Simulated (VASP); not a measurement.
Ta3AsAu2O13, 19 atoms in the cell. It takes space group R3m (No. 160, trigonal). The conventional cell has a = 10.485 Å, b = 10.485 Å, c = 12.428 Å, α = 90.00°, β = 90.00°, γ = 120.00°. Around Ta (site symmetry m) lie 4 O at 1.82 to 1.95 Å. As (site symmetry 3m) is surrounded by 3 O at 1.76 Å. Au (site symmetry 3m) has 3 O at 2.21 Å as nearest neighbours. Au (site symmetry 3m) is surrounded by 1 As at 2.39 Å and 1 Au at 2.67 Å. Around O (site symmetry m) lie 1 As at 1.76 Å and 1 Ta at 1.93 Å. O (site symmetry 1) has 1 O at 1.44 Å as nearest neighbours. O (site symmetry m) is surrounded by 1 Ta at 1.82 Å. O (site symmetry 3m) has 3 Ta at 2.11 Å as nearest neighbours. The cell was built by a generator and needn't be a form met in nature.

- Program: VASP 6.6.1
- Task: electrostatic potential
- Functional: PBE
- Potentials or basis: VASP PAW PBE potentials, release 64 (Ta_pv, As, Au, O)
- Cutoff: 520 eV
- k mesh: 4 × 4 × 4
- Occupations: fermi-dirac, width 0.05 eV
- Spin: no spin polarisation
- Further INCAR settings: ALGO = Normal; EDIFF = 1e-06

Potentials or basis: VASP PAW PBE potentials, release 64 (Ta_pv, As, Au, O).

Launch:

```bash
$ cat potpaw_PBE.64/Ta_pv/POTCAR potpaw_PBE.64/As/POTCAR potpaw_PBE.64/Au/POTCAR potpaw_PBE.64/O/POTCAR > POTCAR
$ mpirun -np 4 vasp_std > vasp.out
```

Hardware: 4 MPI ranks on Intel(R) Xeon(R) Platinum 8488C (Sapphire Rapids), on a shared host.

Task: Estimate the wall time of this run.

Result: Run time: 3.6 min on 4 MPI ranks on Intel(R) Xeon(R) Platinum 8488C (Sapphire Rapids) (shared host), peak memory 0.65 GiB a rank. Counts: scf iterations 17, k points 13.
